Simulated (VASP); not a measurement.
C (diamond): the lattice constant a from VASP (plane waves, PAW) at several levels of theory. Static lattice.

| level | lattice constant a (Å) | error against measurement |
|---|---|---|
| LDA | 3.537 | -0.5 % |
| PBE | 3.574 | +0.6 % |
| PBEsol | 3.557 | +0.1 % |
| SCAN | 3.557 | +0.1 % |
| r2SCAN | 3.564 | +0.3 % |
| HSE06 | 3.548 | -0.1 % |
| HSEsol | 3.538 | -0.4 % |

Measured: 3.553 Å at 0 K (as given by Daniel Mejia-Rodriguez et al., Physical Review B (2018), arXiv:1807.09216; static lattice: zero-point anharmonic expansion removed).

The cell of the LDA run:

Space group Fd-3m, origin choice 1 (No. 227); a = 3.537 Å, b = 3.537 Å, c = 3.537 Å, α = 90.00°, β = 90.00°, γ = 90.00°

| atom | site | symmetry | x | y | z |
|---|---|---|---|---|---|
| C | 8b | -43m | 0.5000 | 0.5000 | 0.5000 |
(The calculation used a cell of 2 atoms; values per cell refer to that cell.)

Only levels that ran to the end are used. Left out are those held back, those with too coarse a band path, GW runs whose mesh misses a band edge, hybrids' fits of cells that aren't cubic and levels without matching references; a question may draw on a part of the rest.

The compound is C in the diamond structure.
